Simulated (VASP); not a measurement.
A calculation with VASP 6.6.1 of SrMg6Ni (ASE script, Cartesian positions):

Contents of run.py:

```python
from ase.calculators.vasp import Vasp
from ase.dft.bandgap import bandgap
from ase.io import read

atoms = read('SrMg6Ni.xyz')
atoms.set_initial_magnetic_moments([0.0, 1.0, 0.0, 0.0, 0.0, 0.0, 0.0, 0.0])
calc = Vasp(
    directory='calc',
    xc='pbe',
    pp='PBE',
    setups='recommended',
    prec='Accurate',
    encut=520,
    ediff=1e-06,
    ismear=0,
    sigma=0.1,
    lreal=False,
    lasph=True,
    nelm=150,
    algo='Normal',
    isif=2,
    lwave=False,
    lcharg=True,
    ispin=2,
    lorbit=11,
    lmaxmix=4,
    lelf=True,
    lvhar=True,
    kpts=[6, 5, 5],
    gamma=True,
)
atoms.calc = calc

print('energy (eV):', atoms.get_potential_energy())
print('free energy (eV):', atoms.get_potential_energy(force_consistent=True))
print('forces (eV/A):')
print(atoms.get_forces())
print('stress (eV/A^3, Voigt):', atoms.get_stress())
print('Fermi level (eV):', calc.get_fermi_level())
print('moment (muB):', atoms.get_magnetic_moment())
print('site moments (muB):', atoms.get_magnetic_moments())
gap, top, bottom = bandgap(calc)
print('band gap (eV):', gap, 'from (spin, k, band)', top, 'to', bottom)
```

Contents of SrMg6Ni.xyz:

```xyz
8
Lattice="4.4852480000 0.0000000000 0.0000000000 0.0000000000 3.1281750000 7.1187980000 0.0000000000 -3.1281750000 7.1187980000" Properties=species:S:1:pos:R:3 pbc="T T T"
Sr     2.2426240000      0.0000000000     10.2260536638
Ni     0.0000000000      0.0000000000     12.7540242592
Mg     2.2426240000      0.0000000000      1.9015306090
Mg     2.2426240000     -1.6083073818      6.0122662765
Mg     2.2426240000      1.6083073818      6.0122662765
Mg     0.0000000000      0.0000000000      4.3452003984
Mg     0.0000000000     -1.5414395130      7.8495283771
Mg     0.0000000000      1.5414395130      7.8495283771
```

Potentials or basis: VASP PAW PBE potentials, release 64 (Sr_sv, Ni, Mg).

Launch:

```sh
$ python run.py
```

The cell comes from a database or a generator and needn't be the stable form of this composition.

Question: Write the same calculation in another form: native input, structure from a POSCAR.

Answer: As run:

INCAR

```
SYSTEM = SrMg6Ni
ALGO = Fast
EDIFF = 1E-7
ENCUT = 520
GGA = PE
ISIF = 2
ISMEAR = 0
ISPIN = 2
LASPH = .True.
LCHARG = .False.
LMAXMIX = 4
LORBIT = 11
LREAL = .False.
LWAVE = .False.
MAGMOM = 0 1 0 0 0 0 0 0
NBANDS = 30
NELM = 100
PREC = Accurate
SIGMA = 0.1
```

KPOINTS

```
k-points
0
Gamma
  6 5 5
  0 0 0
```

Contents of POSCAR:

```
SrMg6Ni
4.4852
    1.000010701864      0.000000000000      0.000000000000
    0.000000000000      0.697443815214      1.587175153839
    0.000000000000     -0.697443815214      1.587175153839
Sr Ni Mg
1 1 6
Direct
    0.5000000000      0.7182430000      0.7182430000
    0.0000000000      0.8957990000      0.8957990000
    0.5000000000      0.1335570000      0.1335570000
    0.5000000000      0.1652130000      0.6793490000
    0.5000000000      0.6793490000      0.1652130000
    0.0000000000      0.3051920000      0.3051920000
    0.0000000000      0.3049440000      0.7977040000
    0.0000000000      0.7977040000      0.3049440000
```

Potentials or basis: VASP PAW PBE potentials, release 64 (Sr_sv, Ni, Mg).

Run with:

```console
$ cat potpaw_PBE.64/Sr_sv/POTCAR potpaw_PBE.64/Ni/POTCAR potpaw_PBE.64/Mg/POTCAR > POTCAR
$ mpirun -np 1 vasp_std > vasp.out
```

Both were run:

|  | ASE script, Cartesian positions | native input, structure from a POSCAR |
| --- | --- | --- |
| Pressure | -0.1 GPa | -0.1 GPa |
| Largest force | 0.053 eV/Å | 0.053 eV/Å |
| Band gap on the k mesh | none (metal or under the smearing width) | none (metal or under the smearing width) |
| Net moment | 0.00 μB per cell | 0.00 μB per cell |
| Valence electrons inside the program's atomic spheres | Sr 8.00; Ni 9.10; Mg 0.37, 0.30 | Sr 8.00; Ni 9.10; Mg 0.37, 0.30 |

Keys that steer only the numerical path or the files written may differ.
